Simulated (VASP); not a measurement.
Output of a VASP run:

File OSZICAR:
```
       N       E                     dE             d eps       ncg     rms          rms(c)
DAV:   1     0.598726982152E+02    0.59873E+02   -0.43240E+03  2560   0.284E+02
DAV:   2    -0.544342808392E+01   -0.65316E+02   -0.60374E+02  3104   0.720E+01
DAV:   3    -0.919465345641E+01   -0.37512E+01   -0.37138E+01  3184   0.175E+01
DAV:   4    -0.925280013302E+01   -0.58147E-01   -0.58131E-01  3196   0.227E+00
DAV:   5    -0.925388532360E+01   -0.10852E-02   -0.10852E-02  3040   0.288E-01    0.445E+00
DAV:   6    -0.913152500271E+01    0.12236E+00   -0.27062E-02  2880   0.636E-01    0.292E+00
DAV:   7    -0.909963998440E+01    0.31885E-01   -0.38348E-02  2988   0.658E-01    0.520E-01
DAV:   8    -0.909699923250E+01    0.26408E-02   -0.54422E-03  2812   0.240E-01    0.236E-01
DAV:   9    -0.909695443638E+01    0.44796E-04   -0.51460E-04  3108   0.591E-02    0.473E-02
DAV:  10    -0.909694725549E+01    0.71809E-05   -0.12633E-05  3240   0.146E-02    0.208E-02
DAV:  11    -0.909694747126E+01   -0.21577E-06   -0.58841E-06  3088   0.627E-03    0.576E-03
DAV:  12    -0.909694720908E+01    0.26218E-06   -0.46831E-07  2872   0.240E-03    0.295E-03
DAV:  13    -0.909694720757E+01    0.15041E-08   -0.68230E-08  1948   0.729E-04
   1 F= -.90969472E+01 E0= -.90969472E+01  d E =-.825827E-28
 imaginary and real dielectric function
```

OUTCAR:
```
------------------------ aborting loop because EDIFF is reached ----------------------------------------
  FORCE on cell =-STRESS in cart. coord.  units (eV):
  Direction    XX          YY          ZZ          XY          YZ          ZX
  --------------------------------------------------------------------------------------
  Total       -0.0241406     -0.0241406      0.0144153     -0.0000000      0.0000000      0.0000000
  in kB       -0.4025417     -0.4025416      0.2403738     -0.0000000      0.0000000      0.0000000
  external PRESSURE =      -0.1882365 kB  Pullay stress =       0.0000000 kB
  volume of cell :       96.08
      direct lattice vectors                 reciprocal lattice vectors
     2.037227656 -3.528581405  0.000000000     0.245431579 -0.141700004  0.000000000
     2.037227656  3.528581405  0.000000000     0.245431579  0.141700004  0.000000000
     0.000000000  0.000000000  6.683088850     0.000000000  0.000000000  0.149631409
 POSITION                                       TOTAL-FORCE (eV/Angst)
 -----------------------------------------------------------------------------------
      0.00000      0.00000      0.00000        -0.000000     -0.000000      0.000000
      2.03723      1.17620      1.65389        -0.000000     -0.000000      0.008913
      2.03723     -1.17620      5.02920         0.000000      0.000000     -0.008913
 -----------------------------------------------------------------------------------
    total drift:                               -0.000000     -0.000000      0.000000
  FREE ENERGIE OF THE ION-ELECTRON SYSTEM (eV)
  ---------------------------------------------------
  free  energy   TOTEN  =        -9.0969472076 eV

  energy  without entropy=       -9.0969472076  energy(sigma->0) =       -9.09694721

 plasma frequency squared (from intraband transitions) (eV^2)
  --------------------------------------------------------------------------------------
       0.000      -0.000      -0.000
       0.000       0.000       0.000
      -0.000       0.000       0.000

 plasma frequency squared (from interband transitions, int dw w eps(2)(w)) (eV^2)
  --------------------------------------------------------------------------------------
     230.394       0.000       0.000      -0.000      -0.000       0.000
       0.000       0.000     230.394       0.000      -0.000      -0.000
      -0.000      -0.000      -0.000       0.000     230.287       0.000
```
(Selected blocks of OUTCAR.)

**POSCAR**
```
MgI2
1
    2.0372276561    -3.5285814045    -0.0000000000
    2.0372276561     3.5285814045     0.0000000000
    0.0000000000     0.0000000000     6.6830888505
Mg I
1 2
Direct
  1.0000000000   1.0000000000   0.0000000000
  0.3333330000   0.6666670000   0.2474741560
  0.6666670000   0.3333330000   0.7525258440
```

Q: Write an INCAR and KPOINTS that could have produced this output.

A: One answer among several that fit: the input of the run itself, LDA (Ceperley-Alder, Perdew-Zunger), plane waves, VASP's LDA PAW potentials (set 64).

**INCAR**
```
ALGO = Normal
CSHIFT = 0.1
EDIFF = 1E-7
ENCUT = 400
ISMEAR = 0
LASPH = T
LCHARG = F
LMAXMIX = 4
LOPTICS = T
LREAL = F
LWAVE = F
NBANDS = 36
NEDOS = 1001
NELM = 100
PREC = Accurate
SIGMA = 0.01
SYSTEM = MgI2
```

File KPOINTS:
```
Automatic mesh
0
Gamma
8 8 4
0 0 0
```

POTCAR, in this order: Mg I (LDA.64 set). Program: vasp_std.

The compound is MgI2 in the 1T layered structure. It was relaxed first, which changed the volume by -6 %.
